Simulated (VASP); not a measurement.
```xyz
2
Lattice="0.0000 3.0878 3.0878 3.0878 0.0000 3.0878 3.0878 3.0878 0.0000" Properties=species:S:1:pos:R:3 pbc="T T T"
K      0.0000     0.0000     0.0000
Cl     3.0878     3.0878     3.0878
```

All values below come from MS2 meta-GGA, VASP's PBE PAW potentials (set 64) (plane waves; VASP). Run with 520 eV cut-off, 7×7×7 Γ-centred mesh, Gaussian smearing of 0.050 eV, potentials K_sv Cl.

Problem. What does the run give for the energy per atom (σ→0), pressure, band gap (on the k-mesh) with the smallest direct gap where there is one?

Solution. 
```yaml
band gap (on the k-mesh): 6.05 eV
smallest direct gap (on the k-mesh): 6.05 eV
energy per atom (σ→0): -8.606 eV/atom
pressure: 1.39 GPa
```

Total energies compare only between runs with the same potentials, cut-off and functional.

The compound is KCl in the rock salt structure. This cell is one point of a volume scan, at 0.94 of the reference volume.
